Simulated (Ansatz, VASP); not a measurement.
# Two plane-wave programs on MoI

POSCAR

```
MoI
1.0
    0.0000000000      3.1788513800      3.1788513800
    3.1788513800      0.0000000000      3.1788513800
    3.1788513800      3.1788513800      0.0000000000
Mo I
1 1
Direct
    0.0000000000      0.0000000000      0.0000000000
    0.7500000000      0.7500000000      0.7500000000
```

File INCAR.step1:

```
SYSTEM = MoI
PREC = Accurate ; ENCUT = 520
EDIFF = 1E-5 ; ISMEAR = -1
SIGMA = 0.05 ; LREAL = .False.
LASPH = .True. ; NELM = 100
ALGO = Normal ; ISIF = 2
LWAVE = .True. ; LCHARG = .False.
NBANDS = 18 ; GGA = PE
```

The input INCAR.step2:

```
SYSTEM = MoI
PREC = Accurate ; ENCUT = 520
EDIFF = 1E-6 ; ISMEAR = -1
SIGMA = 0.05 ; LREAL = .False.
LASPH = .True. ; NELM = 100
ALGO = Normal ; ISIF = 2
LWAVE = .False. ; LCHARG = .False.
GGA = PE ; LHFCALC = .True.
HFSCREEN = 0.2 ; AEXX = 0.4
PRECFOCK = Fast ; NBANDS = 18
ISTART = 1
```

File KPOINTS:

```
regular mesh
0
Gamma
  4 4 4
  0 0 0
```

File input.yaml:

```yaml
crystal:
  lattice:
    - [0.0, 3.17885138, 3.17885138]
    - [3.17885138, 0.0, 3.17885138]
    - [3.17885138, 3.17885138, 0.0]
  atoms:
    - { symbol: Mo, position: [0.0, 0.0, 0.0] }
    - { symbol: I, position: [0.75, 0.75, 0.75] }
hamiltonian:
  xc: { exchange: pbe, correlation: pbe, exx: { coeff: 0.4, omega: 0.2 } }
  pseudopotentials: { kind: paw }
kpoints:
  mp_grid: { grid: [4, 4, 4] }
scf:
  occupations: { method: fermi_dirac, width: 0.05 }
output:
  forces: true
  stress: true
  eigenvalues: true
```

The cell was built by a generator and needn't be a form met in nature.

Alike in both runs: task single point; functional HSE(alpha, omega); k mesh 4 × 4 × 4; occupations fermi-dirac, width 0.05 eV; no spin polarisation.

|  | VASP | Ansatz |
| --- | --- | --- |
| version | VASP 6.6.1 | Ansatz 0.2.0 |
| potentials or method | VASP PAW PBE potentials, release 64 (Mo_sv, I) | Ansatz PAW |
| plane-wave cutoff (eV) | 520 | 420 |
| valence electrons in the cell | 21 | 31 |

|  | VASP | Ansatz | Ansatz less VASP |
| --- | --- | --- | --- |
| gap on the k mesh at the Fermi level (eV) | none | none | - |
| pressure (GPa) | -7.4 | -7.3 | +0.11 |

A gap of «none» marks a metal or a gap that the smearing closes. With one functional, cell and mesh, what is left measures potentials, basis and numerics. The two sets of potentials don't hold the same shells in valence.

Caveats: the k mesh is coarse (spacing up to 0.43 Å⁻¹), so the values aren't converged, least of all with exact exchange; an odd number of electrons without spin polarisation forces a metal; a magnetic or distorted state may lie lower; the PAW data sets were made with another functional, which shifts forces and pressure a little (VASP); the PAW data sets come from PBE, with cores solved anew for the run's functional, which leaves a small shift of forces and pressure (Ansatz); the thresholds are loose for stress (Ansatz). The runs have no spin-orbit coupling, so splittings on I are missing.
